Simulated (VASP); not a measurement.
An input for Ansatz (written as the equivalent of a VASP run, and not itself run):

Ansatz 0.2 input:
```yaml
crystal:
  lattice:
    - [0.0000000, 2.7274119, 2.7274119]
    - [2.7274119, 0.0000000, 2.7274119]
    - [10.9029161, 10.9029161, 0.0067314]
  atoms:
    - { symbol: Ga, position: [0.9991963, 0.9991963, 0.0006028] }
    - { symbol: Ga, position: [0.0006010, 0.0006010, 0.2495493] }
    - { symbol: P, position: [0.2499525, 0.2499525, 0.0625356] }
    - { symbol: P, position: [0.2509475, 0.2509475, 0.3117894] }
    - { symbol: P, position: [0.2501806, 0.2501806, 0.5623645] }
    - { symbol: P, position: [0.2492507, 0.2492507, 0.8130620] }
    - { symbol: Al, position: [0.0005251, 0.0005251, 0.4996062] }
    - { symbol: Al, position: [0.9993463, 0.9993463, 0.7504903] }
kpoints:
  mp_grid: { grid: [8, 8, 2] }
hamiltonian:
  xc: pbesol
  pseudopotentials: { kind: paw }
scf:
  occupations: { method: tetrahedron }
  max_iter: 100
output: { forces: true, stress: true, eigenvalues: true }
```

Question: Write the VASP files for the same calculation (PBEsol).

Answer: Several could match; the one computed here: 
POSCAR:
```
Al2Ga2P4
1
    0.0000000000     2.7274118758     2.7274118758
    2.7274118758     0.0000000000     2.7274118758
   10.9029161046    10.9029161046     0.0067313988
Ga P Al
2 4 2
Direct
  0.9991962716   0.9991962716   0.0006027962
  0.0006009589   0.0006009589   0.2495492808
  0.2499525369   0.2499525369   0.0625355972
  0.2509475288   0.2509475288   0.3117893535
  0.2501806046   0.2501806046   0.5623645465
  0.2492506827   0.2492506827   0.8130619879
  0.0005251070   0.0005251070   0.4996061697
  0.9993463093   0.9993463093   0.7504902680
```

INCAR:
```
# general
SYSTEM  = Al2Ga2P4
PREC    = Accurate
ENCUT   = 400   # plane-wave cut-off (eV)
LREAL   = .FALSE.   # projection in real space or not
LASPH   = .TRUE.

# electronic loop
EDIFF   = 1E-7   # SCF stop (eV)
NELM    = 100   # most electronic steps
ALGO    = Normal
LMAXMIX = 4

# smearing
ISMEAR  = -5

# functional
GGA     = PS   # PBEsol

# ions
ISIF    = 2

# output
LWAVE   = .FALSE.
LCHARG  = .TRUE.
LORBIT  = 11
NEDOS   = 601   # DOS grid

# other
LEFG    = .TRUE.
```

File KPOINTS:
```
Automatic mesh
0
Gamma
8 8 2
0 0 0
```

POTCAR, in this order: Ga_d P Al (PBE.64 set). Program: vasp_std.

The two are equivalent in intent, not identical: each code has its own PAW files, so the cut-off isn't converted (ENCUT is set for VASP's; basis.ecutwfc is left out, and Ansatz then takes the one that its files recommend); Ansatz stops its SCF on the density residual and VASP on the energy change (EDIFF); the field gradients of LEFG aren't asked of the other code.

The structure was generated: Al2Ga2P4 was put into an ordered model structure (R3m), which need not be its known phase. It was relaxed first.
